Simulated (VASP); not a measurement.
Crystal: NiMoIrPdW.

```
Ni Mo Pd Ir W
1.0
     2.76911    0.00000    0.00000
    -1.38456    2.39812    0.00000
     0.00000    0.00000   22.28600
Ni Mo Pd Ir W
2 2 2 2 2
Direct
  0.33333 0.66667 0.84860
  0.66667 0.33333 0.15140
  0.66667 0.33333 0.75796
  0.33333 0.66667 0.24204
  0.33333 0.66667 0.05447
  0.66667 0.33333 0.94553
  0.33333 0.66667 0.65705
  0.66667 0.33333 0.34295
  0.33333 0.66667 0.44481
  0.66667 0.33333 0.55519
```

The cell was built by a generator and needn't be a form met in nature.

| Quantity | Value |
| --- | --- |
| Program | VASP 6.6.1 |
| Task | relaxation of cell and atoms |
| Functional | PBE |
| Potentials or basis | VASP PAW PBE potentials, release 64 (Ni, Mo_sv, Pd, Ir, W_sv) |
| Cutoff | 520 eV |
| k mesh | 12 × 12 × 2 |
| Occupations | gaussian, width 0.1 eV |
| Spin | collinear spin, ferromagnetic start |
| Starting moments | [1.0, 1.0, 1.0, 1.0, 0.0, 0.0, 0.6, 0.6, 0.0, 0.0] μB |

At the start: pressure -1.4 GPa; volume 14.80 Å³/atom.

Question: How do energy, volume and symmetry change on relaxing?

Answer: Over 15 steps the energy falls by 3.2 meV/atom and the volume is 14.66 Å³/atom (-1.0 %); space group P-3m1 (No. 164, to 0.05 Å); moment 0.00 μB per cell.

Step by step:
```
step  energy change (eV)  largest force (eV/Å)  pressure (GPa)  volume (Å³)
   1              0.0000                0.2048           -1.45       147.99
   2              0.0043                0.2192            3.30       145.15
   3             -0.0115                0.2149            0.61       146.66
   4             -0.0175                0.1315           -0.11       147.03
   5             -0.0175                0.1368           -0.21       147.08
   6             -0.0221                0.1380           -0.05       146.90
   7             -0.0255                0.1530            0.26       146.58
   8             -0.0290                0.1177           -0.19       146.77
   9             -0.0303                0.0799           -0.66       146.97
  10             -0.0314                0.0600            0.34       146.32
  11             -0.0317                0.0448            0.05       146.53
  12             -0.0319                0.0285            0.03       146.53
  13             -0.0321                0.0289            0.02       146.52
  14             -0.0321                0.0102            0.04       146.56
  15             -0.0321                0.0082           -0.01       146.58
```

Final structure:
```cif
data_structure
_symmetry_space_group_name_H-M 'P 1'
_symmetry_Int_Tables_number 1
_cell_length_a 2.7722
_cell_length_b 2.7722
_cell_length_c 22.0237
_cell_angle_alpha 90.000
_cell_angle_beta 90.000
_cell_angle_gamma 120.000
_cell_volume 146.58
loop_
_atom_site_label
_atom_site_type_symbol
_atom_site_fract_x
_atom_site_fract_y
_atom_site_fract_z
_atom_site_occupancy
Ni1 Ni 0.33333 0.66667 0.85099 1
Ni2 Ni 0.66667 0.33333 0.14901 1
Mo1 Mo 0.66667 0.33333 0.76072 1
Mo2 Mo 0.33333 0.66667 0.23928 1
Pd1 Pd 0.33333 0.66667 0.05317 1
Pd2 Pd 0.66667 0.33333 0.94683 1
Ir1 Ir 0.33333 0.66667 0.65839 1
Ir2 Ir 0.66667 0.33333 0.34161 1
W1 W 0.33333 0.66667 0.44415 1
W2 W 0.66667 0.33333 0.55585 1
```
